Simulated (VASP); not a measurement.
Data:

```
BeTi
1.0
    2.90297     0.00000     0.00000
    0.00000     2.90297     0.00000
    0.00000     0.00000     2.90297
Ti Be
1 1
Direct
  0.50000   0.50000   0.50000
  0.00000   0.00000   0.00000
```

Method: PBEsol GGA, VASP's PBE PAW potentials (set 64) (plane waves; VASP). Run with 400 eV cut-off, Gaussian smearing of 0.050 eV, potentials Ti_sv Be.

Give the energies of bands 5 to 10 at the high-symmetry points, in eV from the Fermi level.

| band | Γ | X | M | R |
|---|---|---|---|---|
| 5 | -7.64 | -4.34 | -3.53 | -2.79 |
| 6 | -0.99 | -3.39 | -0.57 | -2.79 |
| 7 | -0.99 | -0.25 | -0.57 | -2.79 |
| 8 | 2.92 | 0.79 | -0.44 | 4.01 |
| 9 | 2.92 | 0.79 | 1.72 | 4.01 |
| 10 | 2.92 | 3.09 | 1.72 | 4.85 |

It has no gap at this level: it comes out as a metal or semimetal.

The structure comes from a computed database's TiBe entry (Pm-3m); how it stands against other phases isn't given here. It was relaxed first.
